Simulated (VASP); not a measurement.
Al6H, 14 atoms in the cell. The cell holds a slab with vacuum, 14 atoms: a = 5.714 Å, b = 5.714 Å, c = 22.602 Å, α = 90.00°, β = 90.00°, γ = 120.00°. 

* Program: VASP 6.6.1
* Task: single point
* Functional: PBE
* Potentials or basis: VASP PAW PBE potentials, release 64 (Al, H)
* Cutoff: 520 eV
* k mesh: 6 × 6 × 1
* Occupations: gaussian, width 0.1 eV
* Spin: no spin polarisation
* Dipole correction: yes
* Further INCAR settings: ALGO = Fast; EDIFF = 1e-06; NBANDS = 32

Potentials or basis: VASP PAW PBE potentials, release 64 (Al, H).

Run with:

```bash
$ cat potpaw_PBE.64/Al/POTCAR potpaw_PBE.64/H/POTCAR > POTCAR
$ mpirun -np 1 vasp_std > vasp.out
```

Hardware: 1 thread of Intel(R) Xeon(R) 6975P-C (Granite Rapids), with other jobs on the host.

Problem. How long does it take, and how much memory?

Solution. Wall time 5.7 min on 1 thread of Intel(R) Xeon(R) 6975P-C (Granite Rapids) (shared host), peak memory 0.73 GiB. Counts: scf iterations 24, k points 13.
